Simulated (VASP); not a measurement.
Output of a VASP run:

### OUTCAR
```
 ion  position               nearest neighbor table
   1  0.000  0.000  0.000-   2 2.48   2 2.48   2 2.48   2 2.48   2 2.48   2 2.48
   2  0.500  0.500  0.500-   1 2.48   1 2.48   1 2.48   1 2.48   1 2.48   1 2.48
  LATTYP: Found a face centered cubic cell.
 ALAT       =     4.9614710826
 Subroutine PRICEL returns:
 Original cell was already a primitive cell.
 Subroutine GETGRP returns: Found 48 space group operations
The static configuration has the point symmetry O_h .
The dynamic configuration has the point symmetry O_h .
 Subroutine INISYM returns: Found 48 space group operations
 Subroutine IBZKPT returns following result:
 Found     35 irreducible k-points:

 Following reciprocal coordinates:
            Coordinates               Weight
  0.000000  0.000000  0.000000      1.000000
  0.111111  0.000000  0.000000      8.000000
  0.222222  0.000000  0.000000      8.000000
  0.333333  0.000000  0.000000      8.000000
  0.444444  0.000000  0.000000      8.000000
  0.111111  0.111111  0.000000      6.000000
  0.222222  0.111111  0.000000     24.000000
  0.333333  0.111111  0.000000     24.000000
  0.444444  0.111111  0.000000     24.000000
 -0.444444  0.111111  0.000000     24.000000
 -0.333333  0.111111  0.000000     24.000000
 -0.222222  0.111111  0.000000     24.000000
 -0.111111  0.111111  0.000000     12.000000
  0.222222  0.222222  0.000000      6.000000
  0.333333  0.222222  0.000000     24.000000
  0.444444  0.222222  0.000000     24.000000
 -0.444444  0.222222  0.000000     24.000000
 -0.333333  0.222222  0.000000     24.000000
 -0.222222  0.222222  0.000000     12.000000
  0.333333  0.333333  0.000000      6.000000
  0.444444  0.333333  0.000000     24.000000
 -0.444444  0.333333  0.000000     24.000000
 -0.333333  0.333333  0.000000     12.000000
  0.444444  0.444444  0.000000      6.000000
 -0.444444  0.444444  0.000000     12.000000
  0.333333  0.222222  0.111111     24.000000
  0.444444  0.222222  0.111111     48.000000
 -0.444444  0.222222  0.111111     48.000000
  0.444444  0.333333  0.111111     24.000000
 -0.444444  0.333333  0.111111     48.000000
 -0.333333  0.333333  0.111111     48.000000
 -0.222222  0.333333  0.111111     24.000000
 -0.444444  0.444444  0.111111     24.000000
 -0.333333  0.444444  0.111111     24.000000
 -0.333333  0.444444  0.222222     24.000000
   k-points           NKPTS =     35   k-points in BZ     NKDIM =     35   number of bands    NBANDS=      9
   number of dos      NEDOS =    301   number of ions     NIONS =      2
   total plane-waves  NPLWV =  21952
   dimension x,y,z NGX =    28 NGY =   28 NGZ =   28
   dimension x,y,z NGXF=    56 NGYF=   56 NGZF=   56
   ions per type =               1   1
   PREC   = accura    normal or accurate (medium, high low for compatibility)
   ISTART =      0    job   : 0-new  1-cont  2-samecut
   ICHARG =      2    charge: 1-file 2-atom 10-const
   ISPIN  =      1    spin polarized calculation?
   LNONCOLLINEAR =      F non collinear calculations
   LSORBIT =      F    spin-orbit coupling
   INIWAV =      1    electr: 0-lowe 1-rand  2-diag
   ENCUT  =  620.0 eV  45.57 Ry    6.75 a.u.   7.12  7.12  7.12*2*pi/ulx,y,z
   NELM   =    100;   NELMIN=  2; NELMDL= -5     # of ELM steps
   EDIFF  = 0.1E-05   stopping-criterion for ELM
   LREAL  =      F    real-space projection
   NLSPLINE    = F    spline interpolate recip. space projectors
   LMAXMIX     =    2 max onsite mixed and CHGCAR
   VOSKOWN=      0    Vosko Wilk Nusair interpolation
   EDIFFG = -.2E-01   stopping-criterion for IOM
   NSW    =     40    number of steps for IOM
   NBLOCK =      1;   KBLOCK =     40    inner block; outer block
   IBRION =      2    ionic relax: 0-MD 1-quasi-New 2-CG
   NFREE  =      1    steps in history (QN), initial steepest desc. (CG)
   ISIF   =      3    stress and relaxation
   ISYM   =      2    0-nonsym 1-usesym 2-fastsym
   TEIN   =    0.0    initial temperature
   TEBEG  =    0.0;   TEEND  =   0.0 temperature during run
...
```

File OSZICAR:
```
       N       E                     dE             d eps       ncg     rms          rms(c)
DAV:   1     0.431658427328E+02    0.43166E+02   -0.48385E+03   630   0.118E+03
DAV:   2    -0.631553434518E+01   -0.49481E+02   -0.48272E+02   900   0.173E+02
DAV:   3    -0.812451583976E+01   -0.18090E+01   -0.18069E+01   740   0.380E+01
DAV:   4    -0.816536629971E+01   -0.40850E-01   -0.40778E-01  1025   0.559E+00
DAV:   5    -0.816560328883E+01   -0.23699E-03   -0.23697E-03   794   0.409E-01    0.253E+00
DAV:   6    -0.810327405750E+01    0.62329E-01   -0.12582E-01   719   0.198E+00    0.175E+00
DAV:   7    -0.809582621070E+01    0.74478E-02   -0.37571E-02   917   0.116E+00    0.831E-01
DAV:   8    -0.809573000600E+01    0.96205E-04   -0.34027E-03   934   0.490E-01    0.110E-01
DAV:   9    -0.809571198464E+01    0.18021E-04   -0.17466E-04   763   0.101E-01    0.337E-02
DAV:  10    -0.809571841924E+01   -0.64346E-05   -0.10861E-05   786   0.300E-02    0.837E-03
DAV:  11    -0.809571826406E+01    0.15518E-06   -0.13997E-06   432   0.106E-02
   1 F= -.80957183E+01 E0= -.80957183E+01  d E =-.809572E+01
```

OUTCAR:
```
------------------------ aborting loop because EDIFF is reached ----------------------------------------
  FORCE on cell =-STRESS in cart. coord.  units (eV):
  Direction    XX          YY          ZZ          XY          YZ          ZX
  --------------------------------------------------------------------------------------
  Total       -0.0006606     -0.0006606     -0.0006606     -0.0000000      0.0000000     -0.0000000
  in kB       -0.0346650     -0.0346650     -0.0346650     -0.0000000      0.0000000     -0.0000000
  external PRESSURE =      -0.0346650 kB  Pullay stress =       0.0000000 kB
  volume of cell :       30.53
      direct lattice vectors                 reciprocal lattice vectors
     0.000000000  2.480735541  2.480735541    -0.201553125  0.201553125  0.201553125
     2.480735541  0.000000000  2.480735541     0.201553125 -0.201553125  0.201553125
     2.480735541  2.480735541  0.000000000     0.201553125  0.201553125 -0.201553125
  FREE ENERGIE OF THE ION-ELECTRON SYSTEM (eV)
  ---------------------------------------------------
  free  energy   TOTEN  =        -8.0957182641 eV

  energy  without entropy=       -8.0957182641  energy(sigma->0) =       -8.09571826

 reached required accuracy - stopping structural energy minimisation
```
(Selected blocks of OUTCAR.)

**POSCAR**
```
LiCl
1
    0.0000000000     2.4807355413     2.4807355413
    2.4807355413     0.0000000000     2.4807355413
    2.4807355413     2.4807355413     0.0000000000
Li Cl
1 1
Direct
  0.0000000000   0.0000000000   0.0000000000
  0.5000000000   0.5000000000   0.5000000000
```

### Question
Write an INCAR and KPOINTS that could have produced this output.

### Answer
Several could match; the one computed here: the input of the run itself, LDA (Ceperley-Alder, Perdew-Zunger), plane waves, VASP's LDA PAW potentials (set 64).

### KPOINTS
```
Automatic mesh
0
Gamma
9 9 9
0 0 0
```

### INCAR
```
SYSTEM=LiCl
NELM=100   ! most electronic steps
LCHARG=F
PREC=Accurate
ALGO=Normal   ! blocked Davidson
LREAL=F
ISIF=3
IBRION=2   ! conjugate gradients
NSW=40
LASPH=T   ! aspherical one-centre terms
SIGMA=0.05
ENCUT=620
ISMEAR=0   ! Gaussian
LWAVE=F
EDIFFG=-0.02
EDIFF=1E-6   ! SCF stop (eV)
```

POTCAR, in this order: Li_sv Cl (LDA.64 set). Program: vasp_std.

The compound is LiCl in the rock salt structure. It was relaxed first, which changed the volume by -10 %.
